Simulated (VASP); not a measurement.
An input for Ansatz (written as the equivalent of a VASP run, and not itself run):

Ansatz 0.2 input:
```yaml
crystal:
  lattice:
    - [5.7417100, 0.0000000, 0.0000000]
    - [0.0000000, 3.2706200, 0.0000000]
    - [0.0000000, 0.0000000, 6.2033100]
  atoms:
    - { symbol: P, position: [0.3143800, 0.7500000, 0.5678400] }
    - { symbol: P, position: [0.6856200, 0.2500000, 0.4321600] }
    - { symbol: P, position: [0.1856200, 0.2500000, 0.0678400] }
    - { symbol: P, position: [0.8143800, 0.7500000, 0.9321600] }
    - { symbol: W, position: [0.9862900, 0.7500000, 0.3127800] }
    - { symbol: W, position: [0.0137100, 0.2500000, 0.6872200] }
    - { symbol: W, position: [0.5137100, 0.2500000, 0.8127800] }
    - { symbol: W, position: [0.4862900, 0.7500000, 0.1872200] }
kpoints:
  mp_grid: { grid: [3, 6, 3] }
hamiltonian:
  xc: pbesol
  pseudopotentials: { kind: paw }
scf:
  occupations: { method: gaussian, width: 0.136 }
  max_iter: 100
output: { forces: true, stress: true, eigenvalues: true }
```

Task: Write the VASP files for the same calculation (PBEsol).

Result: One answer among several that fit: 
POSCAR:
```
PW
5.741710
  1.0000000000   0.0000000000   0.0000000000
  0.0000000000   0.5696247285   0.0000000000
  0.0000000000   0.0000000000   1.0803941683
P W
4 4
Direct
  0.3143800000   0.7500000000   0.5678400000
  0.6856200000   0.2500000000   0.4321600000
  0.1856200000   0.2500000000   0.0678400000
  0.8143800000   0.7500000000   0.9321600000
  0.9862900000   0.7500000000   0.3127800000
  0.0137100000   0.2500000000   0.6872200000
  0.5137100000   0.2500000000   0.8127800000
  0.4862900000   0.7500000000   0.1872200000
```

### INCAR
```
# general
SYSTEM  = PW
PREC    = Accurate
ENCUT   = 300
LREAL   = .FALSE.
LASPH   = .TRUE.

# electronic loop
EDIFF   = 1E-6
NELM    = 100
ALGO    = Normal
LMAXMIX = 6

# smearing
ISMEAR  = 0
SIGMA   = 0.136

# functional
GGA     = PS

# ions
ISIF    = 2

# output
LWAVE   = .FALSE.
LCHARG  = .FALSE.
```

### KPOINTS
```
kpoints
0
gamma
 3 6 3
0 0 0
```

POTCAR, in this order: P W_sv (PBE.64 set). Program: vasp_std.

The two are equivalent in intent, not identical: each code has its own PAW files, so the cut-off isn't converted (ENCUT is set for VASP's; basis.ecutwfc is left out, and Ansatz then takes the one that its files recommend); Ansatz stops its SCF on the density residual and VASP on the energy change (EDIFF).

The structure comes from a computed database's PW entry (Pnma); how it stands against other phases isn't given here. The cell was not relaxed at this level. The k-mesh is coarse (spacing up to 0.36 per Å, 2π included), so the numbers may not be converged in it.
